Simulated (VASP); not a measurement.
These are PBEsol GGA, VASP's PBE PAW potentials (set 64) (plane waves; VASP) values and carry that method's errors.

Input for VASP

### INCAR
```
SYSTEM = HfN(100) slab
PREC = Normal
ENCUT = 450
EDIFF = 1E-5
NELM = 100
ALGO = Normal
LREAL = .FALSE.
LASPH = .TRUE.
ISMEAR = 1
SIGMA = 0.1
GGA = PS
LMAXMIX = 6
LWAVE = .TRUE.
LCHARG = .FALSE.
NELMIN = 4
LDIPOL = .TRUE.
IDIPOL = 3
DIPOL = 0.5 0.5 0.5
IBRION = 2
ISIF = 2
NSW = 50
EDIFFG = -0.03
```

File POSCAR:
```
HfN(100) slab
1
    3.1752307449    -0.0000000000    -0.0000000000
   -0.0000000000     3.1752307449     0.0000000000
    0.0000000000     0.0000000000    23.8828565447
Hf N
4 4
Direct
  0.0000000000   0.5000000000   0.3589850000
  0.5000000000   0.0000000000   0.4529950000
  0.0000000000   0.5000000000   0.5470050000
  0.5000000000   0.0000000000   0.6410150000
  0.0000000000   0.5000000000   0.4529950000
  0.5000000000   0.0000000000   0.3589850000
  0.0000000000   0.5000000000   0.6410150000
  0.5000000000   0.0000000000   0.5470050000
```

### KPOINTS
```
Automatic mesh
0
G
  9 9 1
```

POTCAR, in this order: Hf_pv N (PBE.64 set). Program: vasp_std.

Unless said otherwise, spin-orbit coupling is left out, though it shifts the bands of the heavy elements here.

### Question
Estimate the energy per atom (σ→0), band gap (on the k-mesh).

### Answer

```
Quantity                                                    Result
------------------------  ----------------------------------------
energy per atom (σ→0)                              -11.217 eV/atom
band gap (on the k-mesh)  none (metal, semimetal or under 0.01 eV)
```

### OSZICAR
```
...
DAV:   4    -0.897374091508E+02   -0.34373E-07   -0.22960E-06   568   0.100E-02
   9 F= -.89737409E+02 E0= -.89736542E+02  d E =-.189809E-02
       N       E                     dE             d eps       ncg     rms          rms(c)
DAV:   1    -0.897374604761E+02   -0.51360E-04   -0.55227E-02  1088   0.115E+00    0.860E-02
DAV:   2    -0.897375360733E+02   -0.75597E-04   -0.91907E-04  1364   0.134E-01    0.612E-02
DAV:   3    -0.897375312389E+02    0.48344E-05   -0.21971E-05  1096   0.267E-02    0.320E-02
DAV:   4    -0.897375301458E+02    0.10931E-05   -0.98165E-06   764   0.188E-02
  10 F= -.89737530E+02 E0= -.89736674E+02  d E =-.120995E-03
```

The cell is a thin slab with vacuum, built from HfN (rock salt): (100) face.
